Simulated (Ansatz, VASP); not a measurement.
# Cross-check of K6Pb2O5 (K6Pb2O5 (P-1)) between VASP and Ansatz, part 2 of 3

Wanted: the spread between two codes on one cell, functional and k mesh. Of the first pair: The structure shown is the start of the Ansatz relaxation below; VASP solves that cell, so the two are compared at the walk's first step.

VASP 6.6.1 and Ansatz 0.2.0.

So far: The starting structure; Ansatz: relaxation, PBEsol.

**3. VASP: single point, PBEsol, start cell, pair 1**

Level of this step: PBEsol; plane waves and PAW (K_sv, Pb_d, O) (VASP).

The same cell, functional, mesh and smearing now go to VASP, with its own data sets.

Lines of VASP's logs that name or quote its potential files are left out, and so is its time.

INCAR reads:

```
SYSTEM = K6Pb2O5
PREC = Accurate
ENCUT = 520
EDIFF = 1E-06
NELM = 120
ISMEAR = -1
SIGMA = 0.01
LREAL = .FALSE.
ALGO = Normal
GGA = PS
NBANDS = 132
LORBIT = 11
LWAVE = .FALSE.
LCHARG = .FALSE.
ISIF = 2
LASPH = .TRUE.
GGA_COMPAT = .FALSE.
EFERMI = MIDGAP
KPAR = 4
```

POSCAR reads:

```
K6Pb2O5
1.0
    6.4062080000      0.0000000000      0.0000000000
    0.2942210000      7.6012850000      0.0000000000
    1.2728650000      2.3613210000     12.1621200000
K Pb O
12 4 10
Direct
    0.4333325941      0.6075455489      0.3653188753
    0.5666674059      0.3924544511      0.6346811247
    0.9207671225      0.4071737685      0.3835078506
    0.0792328775      0.5928262316      0.6164921494
    0.3159949480      0.9492132866      0.1230147376
    0.6840050520      0.0507867134      0.8769852624
    0.3047385092      0.4877792702      0.1222304171
    0.6952614908      0.5122207298      0.8777695829
    0.7782267080      0.7006023440      0.1252645920
    0.2217732920      0.2993976560      0.8747354080
    0.4099082836      0.1327724528      0.3752957544
    0.5900917164      0.8672275472      0.6247042456
    0.9130785919      0.8713326400      0.3547589565
    0.0869214081      0.1286673601      0.6452410435
    0.7589252818      0.2103773674      0.1359777736
    0.2410747182      0.7896226326      0.8640222264
    0.6476858274      0.9484995385      0.2446523304
    0.3523141726      0.0515004615      0.7553476696
    0.5151544624      0.2422078986      0.0264259849
    0.4848455376      0.7577921014      0.9735740151
    0.7458266486      0.6740031512      0.4781084219
    0.2541733515      0.3259968488      0.5218915781
    0.6195994496      0.3830931334      0.2430092780
    0.3804005504      0.6169068666      0.7569907220
    0.0805783846      0.6941007118      0.2579810921
    0.9194216154      0.3058992882      0.7420189079
```

KPOINTS reads:

```
Automatic mesh
0
Gamma
4 4 3
0 0 0
```

Potentials, in the order of the species: K_sv, Pb_d and O (PBE family, release 64).

Command:

```console
$ mpirun -np 4 vasp_std
```

Numbers of over 12 decimals in the logs are rounded to 6 here.

The log of the run:

```text
[banner, memory and clock lines left out]
running    4 mpi-ranks, on    1 nodes
 distrk:  each k-point on    1 cores,    4 groups
 distr:  one band on    1 cores,    1 groups

 POSCAR found type information on POSCAR K PbO
 POSCAR found :  3 types and      26 ions
|                                                                             |
|               ----> ADVICE to this user running VASP <----                  |
|                                                                             |
|     You have a (more or less) 'large supercell' and for larger cells it     |
|     might be more efficient to use real-space projection operators.         |
|     Therefore, try LREAL= Auto in the INCAR file.                           |
|     Mind: For very accurate calculation, you might also keep the            |
|     reciprocal projection scheme (i.e. LREAL=.FALSE.).                      |
|                                                                             |

|                                                                             |
|               ----> ADVICE to this user running VASP <----                  |
|                                                                             |
|     You enforced a specific xc type in the INCAR file but a different       |
|     [... a line on the potential file left out ...]
|     I HOPE YOU KNOW WHAT YOU ARE DOING!                                     |
|                                                                             |

 LDA part: xc-table for (Slater+PW92), standard interpolation
 POSCAR, INCAR and KPOINTS ok, starting setup
 FFT: planning ... GRIDC
 FFT: planning ... GRID_SOFT
 FFT: planning ... GRID
 WAVECAR not read
 entering main loop
       N       E                     dE             d eps       ncg     rms          rms(c)
DAV:   1     0.262066117333E+04    0.26207E+04   -0.10587E+05  6880   0.170E+03
DAV:   2     0.270963702755E+03   -0.23497E+04   -0.22179E+04  7556   0.506E+02
DAV:   3    -0.117786017323E+03   -0.38875E+03   -0.38242E+03  9004   0.212E+02
DAV:   4    -0.145566594646E+03   -0.27781E+02   -0.27637E+02  9248   0.587E+01
DAV:   5    -0.147430808690E+03   -0.18642E+01   -0.18620E+01 12960   0.130E+01    0.299E+01
DAV:   6    -0.116353865686E+03    0.31077E+02   -0.17405E+02  9808   0.416E+01    0.198E+01
DAV:   7    -0.115578439738E+03    0.77543E+00   -0.19914E+01  9144   0.126E+01    0.127E+01
DAV:   8    -0.114900696934E+03    0.67774E+00   -0.81802E+00 10388   0.998E+00    0.385E+00
DAV:   9    -0.114684393850E+03    0.21630E+00   -0.13912E+00 10184   0.553E+00    0.126E+00
DAV:  10    -0.114709891329E+03   -0.25497E-01   -0.30225E-01  9736   0.158E+00    0.548E-01
DAV:  11    -0.114718048115E+03   -0.81568E-02   -0.43078E-02 12608   0.618E-01    0.393E-01
DAV:  12    -0.114720531745E+03   -0.24836E-02   -0.11053E-02  9648   0.385E-01    0.124E-01
DAV:  13    -0.114721189179E+03   -0.65743E-03   -0.55611E-03  8616   0.251E-01    0.102E-01
DAV:  14    -0.114721318844E+03   -0.12967E-03   -0.10206E-03 10088   0.147E-01    0.356E-02
DAV:  15    -0.114721387406E+03   -0.68562E-04   -0.27821E-04  9672   0.521E-02    0.262E-02
DAV:  16    -0.114721417204E+03   -0.29798E-04   -0.57931E-05  9104   0.313E-02    0.985E-03
DAV:  17    -0.114721417619E+03   -0.41534E-06   -0.21516E-05  9240   0.151E-02    0.371E-03
DAV:  18    -0.114721417958E+03   -0.33850E-06   -0.23924E-06  5568   0.705E-03
   1 F= -.11472142E+03 E0= -.11472142E+03  d E =0.000000E+00
```

From OUTCAR (step 3):

```text
ion  position               nearest neighbor table
   1  0.433  0.608  0.365-  23 2.67  21 2.68  25 2.74  22 2.80   3 3.43   9 3.50   7 3.51  11 3.60
                             2 3.61   3 3.64   4 3.66   5 3.70  13 3.71  13 3.82
   2  0.567  0.392  0.635-  24 2.67  22 2.68  26 2.74  21 2.80   4 3.43  10 3.50   8 3.51  12 3.60
                             1 3.61   4 3.64   3 3.66   6 3.70  14 3.71  14 3.82
   3  0.921  0.407  0.384-  25 2.60  21 2.69  23 2.77  22 2.86   1 3.43  13 3.48   1 3.64   2 3.66
                            11 3.70   4 3.71   9 3.72  14 3.76  15 3.92
   4  0.079  0.593  0.616-  26 2.60  22 2.69  24 2.77  21 2.86   2 3.43  14 3.48   2 3.64   1 3.66
                            12 3.70   3 3.71  10 3.72  13 3.76  16 3.92
   5  0.316  0.949  0.123-  19 2.63  20 2.70  25 2.70  17 2.73   9 3.45   7 3.52  15 3.56  13 3.64
                             6 3.65   1 3.70  16 3.74  10 3.75  11 3.79
   6  0.684  0.051  0.877-  20 2.63  19 2.70  26 2.70  18 2.73  10 3.45   8 3.52  16 3.56  14 3.64
                             5 3.65   2 3.70  15 3.74   9 3.75  12 3.79
   7  0.305  0.488  0.122-  23 2.65  19 2.66  20 2.69  25 2.78   9 3.50   1 3.51   5 3.52  15 3.53
                            16 3.62   9 3.68   8 3.72  10 3.73
   8  0.695  0.512  0.878-  24 2.65  20 2.66  19 2.69  26 2.78  10 3.50   2 3.51   6 3.52  16 3.53
                            15 3.62  10 3.68   7 3.72   9 3.73
   9  0.778  0.701  0.125-  25 2.66  17 2.68  23 2.74  20 2.76   5 3.45   7 3.50   1 3.50  13 3.55
                             7 3.68  15 3.71   3 3.72   8 3.73   6 3.75  15 3.90
  10  0.222  0.299  0.875-  26 2.66  18 2.68  24 2.74  19 2.76   6 3.45   8 3.50   2 3.50  14 3.55
                             8 3.68  16 3.71   4 3.72   7 3.73   5 3.75  16 3.90
  11  0.410  0.133  0.375-  23 2.58  22 2.65  17 2.67  15 3.51   1 3.60  12 3.63   3 3.70  13 3.73
                            14 3.76   5 3.79  13 3.87
  12  0.590  0.867  0.625-  24 2.58  21 2.65  18 2.67  16 3.51   2 3.60  11 3.63   4 3.70  14 3.73
                            13 3.76   6 3.79  14 3.87
  13  0.913  0.871  0.355-  21 2.16  25 2.16  17 2.28   3 3.48   9 3.55  15 3.56   5 3.64   1 3.71
                            11 3.73   4 3.76  12 3.76   1 3.82  11 3.87
  14  0.087  0.129  0.645-  22 2.16  26 2.16  18 2.28   4 3.48  10 3.55  16 3.56   6 3.64   2 3.71
                            12 3.73   3 3.76  11 3.76   2 3.82  12 3.87
  15  0.759  0.210  0.136-  19 2.15  23 2.15  17 2.28  11 3.51   7 3.53   5 3.56  13 3.56   8 3.62
                             9 3.71   6 3.74   9 3.90   3 3.92
  16  0.241  0.790  0.864-  20 2.15  24 2.15  18 2.28  12 3.51   8 3.53   6 3.56  14 3.56   7 3.62
                            10 3.71   5 3.74  10 3.90   4 3.92
  17  0.648  0.948  0.245-  15 2.28  13 2.28  11 2.67   9 2.68   5 2.73
  18  0.352  0.052  0.755-  16 2.28  14 2.28  12 2.67  10 2.68   6 2.73
  19  0.515  0.242  0.026-  15 2.15   5 2.63   7 2.66   8 2.69   6 2.70  10 2.76
  20  0.485  0.758  0.974-  16 2.15   6 2.63   8 2.66   7 2.69   5 2.70   9 2.76
  21  0.746  0.674  0.478-  13 2.16  12 2.65   1 2.68   3 2.69   2 2.80   4 2.86
  22  0.254  0.326  0.522-  14 2.16  11 2.65   2 2.68   4 2.69   1 2.80   3 2.86
  23  0.620  0.383  0.243-  15 2.15  11 2.58   7 2.65   1 2.67   9 2.74   3 2.77
  24  0.380  0.617  0.757-  16 2.15  12 2.58   8 2.65   2 2.67  10 2.74   4 2.77
  25  0.081  0.694  0.258-  13 2.16   3 2.60   9 2.66   5 2.70   1 2.74   7 2.78
  26  0.919  0.306  0.742-  14 2.16   4 2.60  10 2.66   6 2.70   2 2.74   8 2.78

  LATTYP: Found a triclinic cell.
 ALAT       =    15.7995708719
 B/A-ratio  =     0.4814673195
 C/A-ratio  =     0.4054672150
 COS(alpha) =     0.0386777821
 COS(beta)  =     0.0991853521
 COS(gamma) =     0.6339262515

 Subroutine GETGRP returns: Found  2 space group operations
 (whereof  2 operations were pure point group operations)

The static configuration has the point symmetry S_2 .

 Found     26 irreducible k-points:

   k-points           NKPTS =     26   k-points in BZ     NKDIM =     26   number of bands    NBANDS=    132

   dimension x,y,z NGX =    48 NGY =   60 NGZ =   96
   dimension x,y,z NGXF=    96 NGYF=  120 NGZF=  192

   ENCUT  =  520.0 eV  38.22 Ry    6.18 a.u.  11.91 14.14 23.16*2*pi/ulx,y,z

   NELECT =     224.0000    total number of electrons

 k-points in reciprocal lattice and weights: Automatic mesh
   0.00000000  0.00000000  0.00000000       0.021
   0.25000000  0.00000000 -0.00000000       0.042
   0.50000000  0.00000000 -0.00000000       0.021
   0.00000000  0.25000000  0.00000000       0.042
   0.25000000  0.25000000  0.00000000       0.042
   0.50000000  0.25000000  0.00000000       0.042
  -0.25000000  0.25000000  0.00000000       0.042
   0.00000000  0.50000000  0.00000000       0.021
   0.25000000  0.50000000 -0.00000000       0.042
[...]
0.50000000 -0.25000000  0.33333333       0.042
  -0.25000000 -0.25000000  0.33333333       0.042

 average (electrostatic) potential at core
       1 -34.7893       2 -34.7893       3 -34.8855       4 -34.8855       5 -34.7233
       6 -34.7233       7 -34.8776       8 -34.8776       9 -35.0025      10 -35.0025
      11 -35.3183      12 -35.3183      13 -94.2878      14 -94.2878      15 -94.3363
      16 -94.3363      17 -72.3490      18 -72.3490      19 -71.6517      20 -71.6517
      21 -71.7238      22 -71.7238      23 -71.7399      24 -71.7399      25 -71.6352
      26 -71.6352

 E-fermi :   2.2377

 k-point     1 :       0.0000    0.0000    0.0000
  band No.  band energies     occupation
    ...
    108       0.6336      2.00000
    109       0.6336      2.00000
    110       0.8328      2.00000
    111       0.9396      2.00000
    112       1.0717      2.00000
    113       3.8159      0.00000
    114       4.0270      0.00000
    115       4.2136      0.00000
    116       4.3005      0.00000
    117       4.3124      0.00000
    ...

 k-point     2 :       0.2500    0.0000   -0.0000
  band No.  band energies     occupation
    ...
    108       0.6278      2.00000
    109       0.7649      2.00000
    110       0.8638      2.00000
    111       0.9508      2.00000
    112       1.0902      2.00000
    113       3.6663      0.00000
    114       3.8332      0.00000
    115       4.0887      0.00000
    116       4.2130      0.00000
    117       4.3682      0.00000
    ...

 k-point     3 :       0.5000    0.0000   -0.0000
  band No.  band energies     occupation
    ...
    108       0.6427      2.00000
    109       0.8776      2.00000
    110       0.9288      2.00000
    111       0.9329      2.00000
    112       1.1305      2.00000
    113       3.3292      0.00000
    114       3.8029      0.00000
    115       4.1391      0.00000
    116       4.1798      0.00000
    117       4.3269      0.00000
    ...

  Total       -1.1804360     -1.2992560     -1.1279261     -0.2874170     -0.0501941     -0.0049254
  in kB       -3.1934175     -3.5148595     -3.0513630     -0.7775454     -0.1357895     -0.0133245
  external PRESSURE =      -3.2532133 kB  Pullay stress =       0.0000000 kB

  energy-cutoff  :      520.00
  volume of cell :      592.24
      direct lattice vectors                 reciprocal lattice vectors
     6.406208000  0.000000000  0.000000000     0.156098584 -0.006042068 -0.015163899
     0.294221000  7.601285000  0.000000000     0.000000000  0.131556704 -0.025542225
     1.272865000  2.361321000 12.162120000     0.000000000  0.000000000  0.082222507

 POSITION                                       TOTAL-FORCE (eV/Angst)
 -----------------------------------------------------------------------------------
      3.41977      5.48076      4.44305         0.008566     -0.014032     -0.003665
      4.55352      4.48184      7.71907        -0.008566      0.014032      0.003665
      6.50658      4.00063      4.66427         0.006465      0.072331     -0.022884
      1.46672      5.96198      7.49785        -0.006465     -0.072331      0.022884
      2.46019      7.50572      1.49612         0.023870      0.014765     -0.006692
      5.51310      2.45689     10.66600        -0.023870     -0.014765      0.006692
      2.25132      3.99637      1.48658         0.064415     -0.025970     -0.010891
      5.72198      5.96623     10.67554        -0.064415      0.025970      0.010891
      5.35106      5.62127      1.52348         0.019916      0.021399      0.050938
      2.62224      4.34134     10.63864        -0.019916     -0.021399     -0.050938
      3.14272      1.89543      4.56439         0.034198      0.034653     -0.048881
      4.83057      8.06717      7.59773        -0.034198     -0.034653      0.048881
      6.55730      7.46095      4.31462        -0.055342     -0.040758     -0.058222
      1.41600      2.50166      7.84750         0.055342      0.040758      0.058222
      5.09681      1.92023      1.65378        -0.065835     -0.026176      0.080887
      2.87648      8.04238     10.50834         0.065835      0.026176     -0.080887
      4.73969      7.78752      2.97549        -0.009640     -0.007047     -0.013314
      3.23361      2.17509      9.18663         0.009640      0.007047      0.013314
      3.40509      1.90349      0.32140        -0.019055     -0.003498     -0.064142
      4.56821      8.05911     11.84072         0.019055      0.003498      0.064142
      5.58479      6.25226      5.81481        -0.016556     -0.015380      0.044503
      2.38850      3.71035      6.34731         0.016556      0.015380     -0.044503
      4.39132      3.48582      2.95551        -0.029203      0.061807      0.034559
      3.58198      6.47678      9.20661         0.029203     -0.061807     -0.034559
      1.04880      5.88523      3.13760         0.041136     -0.037137     -0.017540
      6.92450      4.07737      9.02452        -0.041136      0.037137      0.017540
 -----------------------------------------------------------------------------------
    total drift:                               -0.000001     -0.000001     -0.000000

  FREE ENERGIE OF THE ION-ELECTRON SYSTEM (eV)
  ---------------------------------------------------
  free  energy   TOTEN  =      -114.7214179577 eV

  energy  without entropy=     -114.7214179577  energy(sigma->0) =     -114.72141796

 total charge
# of ion       s       p       d       tot
------------------------------------------
    1        1.964   5.570   0.044   7.578
    2        1.964   5.570   0.044   7.578
    3        1.966   5.565   0.048   7.579
    4        1.966   5.565   0.048   7.579
    5        1.965   5.570   0.048   7.583
    6        1.965   5.570   0.048   7.583
    7        1.966   5.566   0.050   7.583
    8        1.966   5.566   0.050   7.583
    9        1.965   5.567   0.046   7.577
   10        1.965   5.567   0.046   7.577
   11        1.965   5.567   0.047   7.580
   12        1.965   5.567   0.047   7.580
   13        1.292   0.822   9.881  11.994
   14        1.292   0.822   9.881  11.994
   15        1.284   0.832   9.882  11.998
   16        1.284   0.832   9.882  11.998
   17        1.566   3.341   0.000   4.908
   18        1.566   3.341   0.000   4.908
   19        1.560   3.354   0.000   4.915
   20        1.560   3.354   0.000   4.915
   21        1.560   3.344   0.000   4.905
   22        1.560   3.344   0.000   4.905
   23        1.560   3.356   0.000   4.916
   24        1.560   3.356   0.000   4.916
   25        1.560   3.351   0.000   4.911
   26        1.560   3.351   0.000   4.911
--------------------------------------------------
tot         44.348 103.612  40.091 188.051

[... 3 further parts left out ...]
```

The run ends at a pressure of -0.33 GPa, with forces up to 0.11 eV/Å.

**4. Side by side**

Known differences besides the potentials themselves: the cutoff is 420 eV in Ansatz and 520 eV in VASP; Ansatz makes its cores anew for this functional, VASP keeps those of its PBE data sets. Total energies have different zeros and are not compared.

Forces on 7 of the 26 atoms, those with the largest forces and the largest differences (eV/Å; atoms numbered as in POSCAR):

```csv
atom,"Ansatz x, y, z","VASP x, y, z"
K3,"0.006, 0.092, -0.029","0.006, 0.072, -0.023"
K4,"-0.006, -0.092, 0.029","-0.006, -0.072, 0.023"
K7,"0.084, -0.026, -0.013","0.064, -0.026, -0.011"
Pb13,"-0.074, -0.084, -0.066","-0.055, -0.041, -0.058"
Pb14,"0.074, 0.084, 0.066","0.055, 0.041, 0.058"
Pb15,"-0.113, -0.017, 0.092","-0.066, -0.026, 0.081"
Pb16,"0.113, 0.017, -0.092","0.066, 0.026, -0.081"
```

The forces differ by 14 meV/Å r.m.s., which is 36.6 % of the r.m.s. force of 0.038 eV/Å (both taken over all components).

**5. Ansatz: relaxation, PBEsol**

This run makes the geometry at which the two programs are then compared. The cell compared in this pair holds 587.16 Å³, against 592.24 Å³ for the pair before.

The structure compared here is the end of the Ansatz relaxation.

input.yaml reads:

```yaml
crystal:
  lattice:
    - [6.4062083, 0.0, 0.0]
    - [0.2942211, 7.6012851, 0.0]
    - [1.2728648, 2.3613215, 12.1621199]
  atoms:
    - { symbol: K, position: [0.43333265, 0.60754559, 0.36531884] }
    - { symbol: K, position: [0.56666735, 0.39245441, 0.63468116] }
    - { symbol: K, position: [0.9207671, 0.40717378, 0.38350785] }
    - { symbol: K, position: [0.0792329, 0.59282622, 0.61649215] }
    - { symbol: K, position: [0.31599497, 0.94921333, 0.1230147] }
    - { symbol: K, position: [0.68400503, 0.05078667, 0.8769853] }
    - { symbol: K, position: [0.30473848, 0.48777927, 0.12223044] }
    - { symbol: K, position: [0.69526152, 0.51222073, 0.87776956] }
    - { symbol: K, position: [0.77822671, 0.70060238, 0.12526459] }
    - { symbol: K, position: [0.22177329, 0.29939762, 0.87473541] }
    - { symbol: K, position: [0.40990834, 0.13277248, 0.37529573] }
    - { symbol: K, position: [0.59009166, 0.86722752, 0.62470427] }
    - { symbol: Pb, position: [0.91307858, 0.8713326, 0.35475899] }
    - { symbol: Pb, position: [0.08692142, 0.1286674, 0.64524101] }
    - { symbol: Pb, position: [0.75892521, 0.21037736, 0.13597779] }
    - { symbol: Pb, position: [0.24107479, 0.78962264, 0.86402221] }
    - { symbol: O, position: [0.64768585, 0.94849954, 0.24465233] }
    - { symbol: O, position: [0.35231415, 0.05150046, 0.75534767] }
    - { symbol: O, position: [0.51515447, 0.24220792, 0.02642595] }
    - { symbol: O, position: [0.48484553, 0.75779208, 0.97357405] }
    - { symbol: O, position: [0.74582665, 0.67400318, 0.47810841] }
    - { symbol: O, position: [0.25417335, 0.32599682, 0.52189159] }
    - { symbol: O, position: [0.61959938, 0.38309313, 0.24300931] }
    - { symbol: O, position: [0.38040062, 0.61690687, 0.75699069] }
    - { symbol: O, position: [0.08057839, 0.69410074, 0.25798109] }
    - { symbol: O, position: [0.91942161, 0.30589926, 0.74201891] }
basis:
  ecutwfc: 420
  xc_grid: 2
hamiltonian:
  xc: pbesol
kpoints:
  mp_grid: { grid: [4, 4, 3] }
scf:
  occupations: { method: fermi_dirac, width: 0.01 }
  max_iter: 150
output:
  forces: true
  stress: true
relax:
  f_tol: 0.01
  max_steps: 60
  cell: {}
checkpoint:
  write: "../pbesol.run"
  compress: false
  write_wavefunctions: false
  write_every: 100000
```

Command:

```console
$ ansatz run input.yaml --threads 4 --pin off --max-ram 5652MiB --backend cpu --events-out ev --progress --plain --runs-dir out
```

The log of the run:

```text
[...]
Crystal: 26 atoms, lattice volume = 592.239 Å³
Basis set: ecut = 420 eV, 11581 PW (Γ), exchange–correlation on 90×108×180 points (8 copies of the dense FFT grid, shifted against one another)
Bands: 138, of which v1, the nominal top of the filled ones, is band 112 counted from 1 (111 counted from 0)
Symmetry: 2 space group operations
[...]
k-points: 26 of 48
[...]
- { symbol: O, position: [0.513927, 0.242302, 0.025575] }
    - { symbol: O, position: [0.486073, 0.757698, 0.974425] }
    - { symbol: O, position: [0.747013, 0.672126, 0.478590] }
    - { symbol: O, position: [0.252987, 0.327874, 0.521410] }
    - { symbol: O, position: [0.615825, 0.386389, 0.243823] }
    - { symbol: O, position: [0.384175, 0.613611, 0.756177] }
    - { symbol: O, position: [0.081144, 0.695364, 0.257121] }
    - { symbol: O, position: [0.918856, 0.304636, 0.742879] }
[key lines of the parts left out:]
SCF converged after 6 iterations
Free energy (F): -70828.072499 eV
Fermi energy:    6.260844 eV
P = ⅓ Tr σ = -0.0198 GPa (-0.198 kbar)
```

(Part 2 of 3 ends here.)

[Lines on the potential files, build, host, timing and source positions are cut from VASP's logs without a mark.]

[Logs are printed without paths, hosts, clocks, repeated set-up lines and the standing remarks that a program may print on its own settings, such as how far it seeks lower states.]

[Hosts, paths, dates, database ids (printed as entryN), source tags and the programs' standing remarks are cut or masked in the printed files.]
